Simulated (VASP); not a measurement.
Set up this calculation in VASP 6.6.1, as the native input.

- Task: single point
- Functional: LDA
- Potentials or basis: VASP PAW LDA potentials, release 64 (Ru_pv, Te)
- Cutoff: 520 eV
- k mesh: 6 × 6 × 5
- Occupations: gaussian, width 0.05 eV
- Spin: collinear spin, ferromagnetic start
- Starting moments: [1.0, 0.0] μB
- Fixed moment: 4 μB
- Hubbard terms: Ru d U = 2 eV
- Further INCAR settings: ALGO = Fast; EDIFF = 1e-06

The structure of TeRu lies in POSCAR:

```
TeRu
1.0
    3.7950828900      0.0000000000      0.0000000000
   -1.8975414500      3.2866381900      0.0000000000
    0.0000000000      0.0000000000      3.7038128800
Ru Te
1 1
Direct
    0.0000000000      0.0000000000      0.0000000000
    0.6666666667      0.3333333333      0.5000000000
```

The cell comes from a database or a generator and needn't be the stable form of this composition.

The input as run:

INCAR

```
PREC = Accurate
ENCUT = 520
EDIFF = 1E-6
ISMEAR = 0
SIGMA = 0.05
LREAL = F
LASPH = T
NELM = 80
ALGO = Fast
ISIF = 2
LWAVE = F
LCHARG = F
ISPIN = 2
MAGMOM = 1 0
LORBIT = 11
NUPDOWN = 4
LMAXMIX = 4
LDAU = T
LDAUTYPE = 2
LDAUL = 2 -1
LDAUU = 2 0
LDAUJ = 0 0
LDAUPRINT = 1
```

KPOINTS

```
regular mesh
0
Gamma
  6 6 5
```

Potentials or basis: VASP PAW LDA potentials, release 64 (Ru_pv, Te).

Command:

```sh
$ cat potpaw_LDA.64/Ru_pv/POTCAR potpaw_LDA.64/Te/POTCAR > POTCAR
$ mpirun -np 1 vasp_std > vasp.out
```

Results of the run:

| Item | Value |
| --- | --- |
| Pressure | 0.3 GPa |
| Net moment | 4.00 μB per cell |
| Site moments | Ru +3.04; Te +0.45 μB |
| Valence electrons inside the program's atomic spheres | Ru 12.25; Te 3.44 |

Caveat: the moment is held away from its start; the total moment is fixed, so each spin has its own Fermi level; the U is typed as a test and isn't derived for this compound.

Run time: 22 s on 1 thread of AMD EPYC 7R43 64-Core Processor (Zen 3), with other jobs on the host, peak memory 0.13 GiB.
